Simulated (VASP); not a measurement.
A convergence study with VASP on AlN (wurtzite): one setting is varied, all else stays as given below, so the limit is that of these other settings.

```
AlN
1.0
    1.55500    -2.69334     0.00000
    1.55500     2.69334     0.00000
    0.00000     0.00000     4.98000
Al N
2 2
Direct
  0.66667   0.33333   0.50000
  0.33333   0.66667   0.00000
  0.66667   0.33333   0.88200
  0.33333   0.66667   0.38200
```

These are LDA (Ceperley-Alder, Perdew-Zunger), VASP's LDA PAW potentials (set 64) (plane waves; VASP) values and carry that method's errors. The tightest run used: 700 eV cut-off, 7×7×4 Γ-centred mesh, Gaussian smearing of 0.010 eV, potentials Al N.

```
setting      highest Γ mode (cm⁻¹)  plane waves
-----------  ---------------------  -----------
ENCUT = 300                  720.3          513
ENCUT = 400                  713.6          774
ENCUT = 500                  717.3         1087
```

### Question
These are the cheaper rows. Estimate the results at ENCUT = 700, and how far the last row shown lies from them.

### Answer

| quantity | tightest run | last row shown is off by |
|---|---|---|
| highest Γ mode (cm⁻¹) | 717.5 | -0.2 |

Left out are rungs that failed or repeat a setting and relaxations that didn't move; long series are thinned to 24 rows.

The compound is AlN in the wurtzite structure. The cell was not relaxed at this level.
